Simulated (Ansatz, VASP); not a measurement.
# WSe2 in two plane-wave programs

Aim: how closely do two programs agree when they are given the same cell, functional and k mesh? Of the first pair: The cell is taken from a series of runs on this material, whose earlier steps may have relaxed, scaled, displaced or heated it; both programs get it as it stands.

Main program and level: Ansatz 0.2.0; plane waves, with VASP 6.6.1 beside it; relaxation of cell and atoms at PBEsol and single point at PBEsol.

### 1. The structure

The structure is hexagonal, space group P6_3/mmc (No. 194). Conventional cell: a = 3.271 Å, b = 3.271 Å, c = 13.225 Å, α = 90.00°, β = 90.00°, γ = 120.00°. Nearest to W lie 6 Se at 2.52 Å. Nearest to Se lie 3 W at 2.52 Å. Farther neighbours and most contacts between anions are not listed.

Coordinates:

```cif
data_structure
_symmetry_space_group_name_H-M 'P 1'
_symmetry_Int_Tables_number 1
_cell_length_a 3.2710
_cell_length_b 3.2710
_cell_length_c 13.2250
_cell_angle_alpha 90.000
_cell_angle_beta 90.000
_cell_angle_gamma 120.000
_cell_volume 122.55
loop_
_atom_site_label
_atom_site_type_symbol
_atom_site_fract_x
_atom_site_fract_y
_atom_site_fract_z
_atom_site_occupancy
W1 W 0.33333 0.66667 0.25000 1
W2 W 0.66667 0.33333 0.75000 1
Se3 Se 0.33333 0.66667 0.62341 1
Se4 Se 0.66667 0.33333 0.12341 1
Se5 Se 0.33333 0.66667 0.87659 1
Se6 Se 0.66667 0.33333 0.37659 1
```

### 2. Ansatz: relaxation of cell and atoms, PBEsol

Ansatz runs on its PAW soft_1 files.

The relaxed volume is the usual yardstick between codes: in a stiff, nearly cubic crystal its relative difference is about their pressure difference at one cell divided by the bulk modulus.

Contents of input.yaml:

```yaml
crystal:
  lattice:
    - [3.2710351942, 0.0, 0.0]
    - [-1.6355175971, 2.8327995749, 0.0]
    - [0.0, 0.0, 13.2250078178]
  atoms:
    - { symbol: W, position: [0.3333333333, 0.6666666667, 0.25] }
    - { symbol: W, position: [0.6666666667, 0.3333333333, 0.75] }
    - { symbol: Se, position: [0.3333333333, 0.6666666667, 0.6234061308] }
    - { symbol: Se, position: [0.6666666667, 0.3333333333, 0.1234061308] }
    - { symbol: Se, position: [0.3333333333, 0.6666666667, 0.8765938692] }
    - { symbol: Se, position: [0.6666666667, 0.3333333333, 0.3765938692] }
kpoints:
  mp_grid: { grid: [9, 9, 2] }
hamiltonian:
  xc: pbesol
  pseudopotentials: { kind: paw, azcp: { folder: soft_1 }, xc_functional: pbe }
scf:
  occupations: { method: fixed }
output:
  forces: true
  stress: true
  eigenvalues: true
relax:
  adjacent_minimum: "off"
  f_tol: 0.001
  max_steps: 60
  cell: { stress_tol: 0.01 }
```

The run is started by

```
$ ansatz run input.yaml --threads 4 --pin off --max-ram 8192MiB --backend cpu --events-out ev --progress --plain --runs-dir out
```

Numbers of over 12 decimals in the logs are rounded to 6 here.

Output:

```text
Engine: ansatz 0.2.0, x86_64-unknown-linux-gnu
Pseudopotentials: kind: paw
Pseudopotential: W, paw, valence charge 14, recommended cutoff 420 eV (normal), soft_1/W.paw.azcp
Pseudopotential: Se, paw, valence charge 16, recommended cutoff 420 eV (normal), soft_1/Se.paw.azcp
Functional definition: PBEsol
  exchange = pbesol_x
  correlation = pbesol_c
Crystal: 6 atoms, lattice volume = 122.545 Å³
Basis set: ecut = 420 eV, 2457 PW (Γ), exchange–correlation on 48×48×180 points (8 copies of the dense FFT grid, shifted against one another)
Bands: 56, of which v1, the nominal top of the filled ones, is band 46 counted from 1 (45 counted from 0)
Symmetry: 24 space group operations
Space group: P63/mmc (ITA 194), of the structure as read, at distance tolerance 5.0e-5 Å
k-points: 24 of 162
Non-local potential: W, projectors of the file, l = 0: 3, l = 1: 2, l = 2: 2, l = 3: 1
Non-local potential: Se, projectors of the file, l = 0: 2, l = 1: 2, l = 2: 3, l = 3: 1
PAW form: soft (Blöchl's): semilocal exchange-correlation on the pseudo side does not see the compensation charge
PAW frozen core: W, regenerated for the run's functional, and the local potential with it (the file was generated under x = pbe(κ = 0.804, μ = 0.219515), c = pbe(β = 0.066725))
PAW frozen core: Se, regenerated for the run's functional, and the local potential with it (the file was generated under x = pbe(κ = 0.804, μ = 0.219515), c = pbe(β = 0.066725))
PAW one-centre angular grid: W, 590 points (default); XC on 64 Gauss nodes
PAW one-centre angular grid: Se, 590 points (default); XC on 64 Gauss nodes
Initial density: superposition of atomic densities (chi_scale 0.1, normalization cell, long waves kept (reshape's long-wave potential 0.04 eV rms))
Initial wavefunctions: pseudopotential atomic-orbital guess
Functional: x = pbesol(κ = 0.804, μ = 0.123457), c = pbesol(β = 0.046)
SCF iter   1: F=—  HF=-42216.807425 eV  |F-HF|=—  |Δ(HF+E_count)|=         —  Δρ=3.70e-2  dr2=6.25e0  ethr=3.10e-3  ⟨swp⟩=4.9  Hψ=4203  notcnv=0  defer=149
preconditioner: auto → Resta (q_TF=auto, 2.601 Å⁻¹)  ε∞=6.0  [insulator: Δε(μ)=0.983 eV  Ē_g=9.023 eV  n_scr=40 (ndim 8)  ℏωp=20.1 eV  f_vac=0.030  ε∞_Penn≈6.0]
SCF iter   2: F=—  HF=-42215.864081 eV  |F-HF|=—  |Δ(HF+E_count)|=   9.43e-1  Δρ=2.25e-2  dr2=8.35e-1  ethr=3.10e-3  ⟨swp⟩=2.1  Hψ=1842  notcnv=0  defer=106
SCF iter   3: F=—  HF=-42215.652237 eV  |F-HF|=—  |Δ(HF+E_count)|=   2.12e-1  Δρ=8.80e-3  dr2=2.56e-1  ethr=9.07e-4  ⟨swp⟩=2.2  Hψ=1706  notcnv=0  defer=163
SCF iter   4: F=—  HF=-42215.599637 eV  |F-HF|=—  |Δ(HF+E_count)|=   5.26e-2  Δρ=2.28e-3  dr2=8.80e-3  ethr=2.78e-4  ⟨swp⟩=2.0  Hψ=1682  notcnv=0  defer=172
SCF iter   5: F=—  HF=-42215.599610 eV  |F-HF|=—  |Δ(HF+E_count)|=   2.71e-5  Δρ=9.87e-4  dr2=2.00e-3  ethr=9.57e-6  ⟨swp⟩=2.0  Hψ=2465  notcnv=0  defer=190
[...]
basis re-selected at this cell: Δ(F+E_penalty+E_count) = -2.214e-8 eV, ΔP = +0.000 GPa vs the last step (what re-selecting the basis moved, of the pressure what is left beyond the Pulay correction that the steps carried, after the strain that the cell walked since its last selection, with what the two solves' SCF thresholds leave and, on support functions, any second-order correction that the steps lacked; it is no m [...]
SCF converged after 7 iterations
Free energy (F): -42215.600214 eV
Harris-Foulkes:  -42215.600214 eV  (|F-HF|=7.28e-12)
Internal energy: -42215.600214 eV  (E = F + TS)
E sigma→0 (E₀):  -42215.600214 eV
Fermi energy:    12.194404 eV
--- Per-component energies (eV) ---
  E_band       = -1745.650891
  E_kinetic    = 1290.734728
  E_local      = -12540.682039  (includes V_loc(G=0)·N_el)
  E_nonlocal   = -1455.696288
  E_hartree    = 6435.614163
  E_xc         = -872.069857
  E_vxc        = -826.284334  (∫ρ·V_xc dr)
  E_paw        = -25247.362890  (= ΣΔE_a)
  E_vpaw       = -1084.949978  (= ΣTr[D̂ρ^β])
  E_aug_tail   = -0.001208  (compensation charges beyond the density's cutoff)
  E_ewald      = -9830.614345
  E_core_change = 4.477523  (= ΣΔE_core)
  E_smearing   = -0.000000  (= −TS)
  E_closure    = -0.000000  (closes the sum)
  Σ components = -42215.600214   (vs F -42215.600214, Δ=0.00e0)
--- Forces (eV/Å), atoms counted from 1 ---
  atom   1  W      0.00000000     0.00000000     0.00000000
  atom   2  W      0.00000000    -0.00000000     0.00000000
  atom   3  Se     0.00000000     0.00000000     0.00002849
  atom   4  Se     0.00000000    -0.00000000     0.00002849
  atom   5  Se    -0.00000000     0.00000000    -0.00002849
  atom   6  Se    -0.00000000    -0.00000000    -0.00002849
  max |Σ_I F_I| component: 4.63e-18 eV/Å
--- Stress (GPa, compression-positive) ---
       -0.000093       0.000000       0.000000
       -0.000000      -0.000093       0.000000
        0.000000       0.000000       0.001925
  P = ⅓ Tr σ = 0.0006 GPa (0.006 kbar)
--- Band table (eV; the first three rows and the last of 24) ---
  k-point 0: bands = [... 42 lower, 10.8166, 11.0064, 11.1106, 12.1944, 14.9975, 14.9975, 15.0370, 15.0370, ... 6 higher]
  k-point 1: bands = [... 42 lower, 10.7966, 10.7966, 11.9542, 11.9542, 15.0055, 15.0055, 15.0055, 15.0055, ... 6 higher]
  k-point 2: bands = [... 42 lower, 10.6759, 11.1527, 11.3246, 11.9281, 14.4283, 14.6450, 14.7681, 14.7742, ... 6 higher]
  k-point 23: bands = [... 42 lower, 9.5434, 9.5434, 11.9468, 11.9468, 13.6673, 13.6673, 14.6833, 14.6833, ... 6 higher]
--- Relaxed structure (1 steps of the walk, 1 accepted, 1 SCFs on fresh bases) ---
  F+E_penalty+E_count = -42215.60021415 eV   max|allowed force component| = 2.849e-5 eV/Å   (the final SCF, on the basis selected at the relaxed cell)
  cell:  # Å, volume = 122.5454 Å³
    - [3.271035, 0.0, 0.0]
    - [-1.635518, 2.832800, 0.0]
    - [0.0, 0.0, 13.2250078178]
  atoms:
    - { symbol: W, position: [0.333333, 0.666667, 0.25] }
    - { symbol: W, position: [0.666667, 0.333333, 0.750000] }
    - { symbol: Se, position: [0.333333, 0.666667, 0.6234061308] }
    - { symbol: Se, position: [0.666667, 0.333333, 0.1234061308] }
    - { symbol: Se, position: [0.333333, 0.666667, 0.8765938692] }
    - { symbol: Se, position: [0.666667, 0.333333, 0.3765938692] }
```

Reading the cycles: dr2 is the Hartree energy of the density residual (eV), the measure of convergence; HF is the Harris–Foulkes estimate of the energy, which meets the free energy F at convergence.

### 3. VASP: relaxation of cell and atoms, PBEsol

The same cell, functional and mesh now go to VASP, with its own data sets.

Lines of VASP's logs that name or quote its potential files are left out, and so is its time.

Contents of INCAR:

```
SYSTEM = WSe2
PREC = Accurate
ENCUT = 600
EDIFF = 1E-07
NELM = 120
ISMEAR = 0
SIGMA = 0.01
LREAL = .FALSE.
ALGO = Normal
GGA = PS
NBANDS = 24
LASPH = .TRUE.
LORBIT = 11
LWAVE = .FALSE.
LCHARG = .FALSE.
ISIF = 3
IBRION = 2
NSW = 80
EDIFFG = -0.005
GGA_COMPAT = .FALSE.
NELMIN = 4
EFERMI = MIDGAP
KPAR = 2
```

Contents of POSCAR:

```
WSe2
1.0
    3.2710350000      0.0000000000      0.0000000000
   -1.6355180000      2.8328000000      0.0000000000
    0.0000000000      0.0000000000     13.2250080000
W Se
2 4
Direct
    0.3333333764      0.6666665490      0.2500000000
    0.6666669293      0.3333334510      0.7500000000
    0.3333333764      0.6666665490      0.6234061257
    0.6666669293      0.3333334510      0.1234061257
    0.3333333764      0.6666665490      0.8765938743
    0.6666669293      0.3333334510      0.3765938743
```

Contents of KPOINTS:

```
Automatic mesh
0
Gamma
9 9 2
0 0 0
```

Potentials, in the order of the species: W and Se (PBE family, release 64).

The run is started by

```
$ mpirun -np 2 vasp_std
```

Output:

```text
[banner, memory and clock lines left out]
running    2 mpi-ranks, on    1 nodes
 distrk:  each k-point on    1 cores,    2 groups
 distr:  one band on    1 cores,    1 groups

 POSCAR found type information on POSCAR W Se
 POSCAR found :  2 types and       6 ions
|                                                                             |
|               ----> ADVICE to this user running VASP <----                  |
|                                                                             |
|     You enforced a specific xc type in the INCAR file but a different       |
|     [... a line on the potential file left out ...]
|     I HOPE YOU KNOW WHAT YOU ARE DOING!                                     |
|                                                                             |

 LDA part: xc-table for (Slater+PW92), standard interpolation
 POSCAR, INCAR and KPOINTS ok, starting setup
 FFT: planning ... GRIDC
 FFT: planning ... GRID_SOFT
 FFT: planning ... GRID
 WAVECAR not read
 entering main loop
       N       E                     dE             d eps       ncg     rms          rms(c)
DAV:   1     0.204988538899E+03    0.20499E+03   -0.16996E+04  1152   0.147E+03
DAV:   2    -0.312029225653E+02   -0.23619E+03   -0.22774E+03  1560   0.288E+02
DAV:   3    -0.483898319300E+02   -0.17187E+02   -0.17035E+02  1576   0.726E+01
DAV:   4    -0.487057473130E+02   -0.31592E+00   -0.31484E+00  1552   0.107E+01
DAV:   5    -0.487123055034E+02   -0.65582E-02   -0.65524E-02  1568   0.130E+00    0.325E+01
DAV:   6    -0.471326242244E+02    0.15797E+01   -0.72462E+00  1728   0.130E+01    0.130E+01
DAV:   7    -0.468648963572E+02    0.26773E+00   -0.39804E+00  1568   0.101E+01    0.775E+00
DAV:   8    -0.466836860832E+02    0.18121E+00   -0.59906E-01  1576   0.469E+00    0.643E-01
DAV:   9    -0.466824047223E+02    0.12814E-02   -0.58534E-02  1584   0.128E+00    0.420E-01
DAV:  10    -0.466816310704E+02    0.77365E-03   -0.56845E-03  1528   0.432E-01    0.225E-01
DAV:  11    -0.466816081549E+02    0.22915E-04   -0.84687E-04  1464   0.151E-01    0.147E-01
DAV:  12    -0.466816006166E+02    0.75383E-05   -0.26320E-04  1624   0.941E-02    0.388E-02
DAV:  13    -0.466816034056E+02   -0.27890E-05   -0.19143E-05  1536   0.245E-02    0.839E-03
DAV:  14    -0.466816034909E+02   -0.85302E-07   -0.15998E-06  1624   0.696E-03    0.461E-03
DAV:  15    -0.466816035410E+02   -0.50089E-07   -0.14528E-07  1040   0.221E-03
   1 F= -.46681604E+02 E0= -.46681604E+02  d E =-.466816E+02
[...]
2 F= -.46681283E+02 E0= -.46681283E+02  d E =0.320362E-03
[...]
3 F= -.46681723E+02 E0= -.46681723E+02  d E =-.119661E-03
[...]
4 F= -.46681723E+02 E0= -.46681723E+02  d E =-.119709E-03
 curvature:  -0.17 expect dE=-0.909E-05 dE for cont linesearch -0.250E-08
 trial: gam= 0.08406 g(F)=  0.142E-04 g(S)=  0.397E-04 ort =-0.317E-05 (trialstep = 0.867E+00)
 search vector abs. value=  0.582E-04
 bond charge predicted
       N       E                     dE             d eps       ncg     rms          rms(c)
DAV:   1    -0.466817881434E+02   -0.64901E-04   -0.21576E-03  1160   0.245E-01    0.259E-02
DAV:   2    -0.466817549268E+02    0.33217E-04   -0.12245E-04  1448   0.614E-02    0.194E-02
DAV:   3    -0.466817481196E+02    0.68072E-05   -0.20800E-05  1440   0.269E-02    0.791E-03
DAV:   4    -0.466817453641E+02    0.27555E-05   -0.64759E-06  1368   0.119E-02    0.579E-03
DAV:   5    -0.466817451550E+02    0.20910E-06   -0.84389E-07  1552   0.430E-03    0.339E-03
DAV:   6    -0.466817451047E+02    0.50326E-07   -0.10748E-07   800   0.213E-03
   5 F= -.46681745E+02 E0= -.46681745E+02  d E =-.218552E-04
 trial-energy change:   -0.000022  1 .order   -0.000023   -0.000047    0.000001
 step:   0.8461(harm=  0.8484)  dis= 0.00029  next Energy=   -46.681745 (dE=-0.219E-04)
 reached required accuracy - stopping structural energy minimisation
```

From OUTCAR (step 3):

```text
ion  position               nearest neighbor table
   1  0.333  0.667  0.250-   4 2.52   6 2.52   4 2.52   6 2.52   4 2.52   6 2.52
   2  0.667  0.333  0.750-   3 2.52   5 2.52   3 2.52   5 2.52   3 2.52   5 2.52
   3  0.333  0.667  0.623-   2 2.52   2 2.52   2 2.52
   4  0.667  0.333  0.123-   1 2.52   1 2.52   1 2.52
   5  0.333  0.667  0.877-   2 2.52   2 2.52   2 2.52
   6  0.667  0.333  0.377-   1 2.52   1 2.52   1 2.52

  LATTYP: Found a hexagonal cell.
 ALAT       =     3.2710350000
 C/A-ratio  =     4.0430652683

 Subroutine GETGRP returns: Found 24 space group operations
 (whereof 12 operations were pure point group operations)

The static configuration has the point symmetry D_3d.
 The point group associated with its full space group is D_6h.

 Found     24 irreducible k-points:

   k-points           NKPTS =     24   k-points in BZ     NKDIM =     24   number of bands    NBANDS=     24

   dimension x,y,z NGX =    28 NGY =   28 NGZ =  108
   dimension x,y,z NGXF=    56 NGYF=   56 NGZF=  216

   ENCUT  =  600.0 eV  44.10 Ry    6.64 a.u.   6.53  6.53 26.41*2*pi/ulx,y,z

   NELECT =      36.0000    total number of electrons

 k-points in reciprocal lattice and weights: Automatic mesh
   0.00000000  0.00000000  0.00000000       0.006
   0.11111111  0.00000000  0.00000000       0.037
   0.22222222 -0.00000000  0.00000000       0.037
   0.33333333  0.00000000  0.00000000       0.037
   0.44444444 -0.00000000  0.00000000       0.037
   0.11111111  0.11111111  0.00000000       0.037
   0.22222222  0.11111111  0.00000000       0.074
   0.33333333  0.11111111  0.00000000       0.074
   0.44444444  0.11111111  0.00000000       0.037
[...]
0.33333333  0.22222222  0.50000000       0.074
   0.33333333  0.33333333  0.50000000       0.012

 average (electrostatic) potential at core
       1 -40.5287       2 -40.5287       3 -53.2620       4 -53.2620       5 -53.2620
       6 -53.2620

 E-fermi :   5.5727

 k-point     1 :       0.0000    0.0000    0.0000
  band No.  band energies     occupation
    ...
     14       3.6362      2.00000
     15       3.6362      2.00000
     16       3.8356      2.00000
     17       3.9107      2.00000
     18       4.9996      2.00000
     19       7.8319      0.00000
     20       7.8319      0.00000
     21       7.8730      0.00000
     22       7.8730      0.00000
     23       7.9525      0.00000
    ...

 k-point     2 :       0.1111    0.0000    0.0000
  band No.  band energies     occupation
    ...
     14       3.3311      2.00000
     15       3.4967      2.00000
     16       3.9533      2.00000
     17       4.1558      2.00000
     18       4.7356      2.00000
     19       7.2558      0.00000
     20       7.4704      0.00000
     21       7.5917      0.00000
     22       7.5986      0.00000
     23       7.6920      0.00000
    ...

 k-point     3 :       0.2222   -0.0000    0.0000
  band No.  band energies     occupation
    ...
     14       3.0860      2.00000
     15       3.1386      2.00000
     16       3.7026      2.00000
     17       3.8286      2.00000
     18       4.0066      2.00000
     19       6.4290      0.00000
     20       7.2480      0.00000
     21       7.3069      0.00000
     22       7.3334      0.00000
     23       7.4590      0.00000
    ...

  Total        0.0013754      0.0013754     -0.0008407     -0.0000000      0.0000000     -0.0000000
  in kB        0.0180102      0.0180102     -0.0110090     -0.0000000      0.0000000     -0.0000000
  external PRESSURE =       0.0083371 kB  Pullay stress =       0.0000000 kB

  energy-cutoff  :      600.00
  volume of cell :      122.36
      direct lattice vectors                 reciprocal lattice vectors
     3.268475272  0.000000000 -0.000000000     0.305953057  0.176642097  0.000000000
    -1.634238135  2.830583209  0.000000000    -0.000000000  0.353284085 -0.000000000
    -0.000000000  0.000000000 13.225276402     0.000000000 -0.000000000  0.075612786

 POSITION                                       TOTAL-FORCE (eV/Angst)
 -----------------------------------------------------------------------------------
      0.00000      1.88706      3.30632         0.000000      0.000000     -0.000000
      1.63424      0.94353      9.91896        -0.000000      0.000000     -0.000000
      0.00000      1.88706      8.24469        -0.000000      0.000000     -0.000050
      1.63424      0.94353      1.63205        -0.000000     -0.000000     -0.000050
      0.00000      1.88706     11.59322        -0.000000      0.000000      0.000050
      1.63424      0.94353      4.98058         0.000000     -0.000000      0.000050
 -----------------------------------------------------------------------------------
    total drift:                               -0.000480      0.000028     -0.000058

  FREE ENERGIE OF THE ION-ELECTRON SYSTEM (eV)
  ---------------------------------------------------
  free  energy   TOTEN  =       -46.6817451047 eV

  energy  without entropy=      -46.6817451047  energy(sigma->0) =      -46.68174510

 reached required accuracy - stopping structural energy minimisation

 total charge
# of ion       s       p       d       tot
------------------------------------------
    1        0.539   0.633   4.232   5.404
    2        0.539   0.633   4.232   5.404
    3        1.477   2.345   0.072   3.894
    4        1.477   2.345   0.072   3.894
    5        1.477   2.345   0.072   3.894
    6        1.477   2.345   0.072   3.894
--------------------------------------------------
tot          6.985  10.646   8.753  26.383

[... 3 further parts left out ...]
```

### 4. Comparison

Known differences besides the potentials themselves: fixed occupations in Ansatz, narrow Gaussian smearing in VASP; the data sets hold 92 valence electrons in Ansatz (on its PAW soft_1 files) and 36 in VASP; the cutoff is 420 eV in Ansatz and 600 eV in VASP; Ansatz makes its cores anew for this functional, VASP keeps those of its PBE data sets; Ansatz adds a Pulay correction to the stress that steers its cell, VASP none. Total energies have different zeros and are not compared.

The two programs side by side:

```csv
quantity,Ansatz,VASP,difference
volume (Å³),122.55,122.36,+0.15 %
"edge a after relaxation, in the typed setting (Å)",3.271,3.268,+0.08 %
"edge c after relaxation, in the typed setting (Å)",13.225,13.225,+0.00 %
```

(Part 1 of 2 ends here.)

[Lines on the potential files, build, host, timing and source positions are cut from VASP's logs without a mark.]

[Logs are printed without paths, hosts, clocks, repeated set-up lines and the standing remarks that a program may print on its own settings, such as how far it seeks lower states.]

[Hosts, paths, dates, database ids (printed as entryN), source tags and the programs' standing remarks are cut or masked in the printed files.]
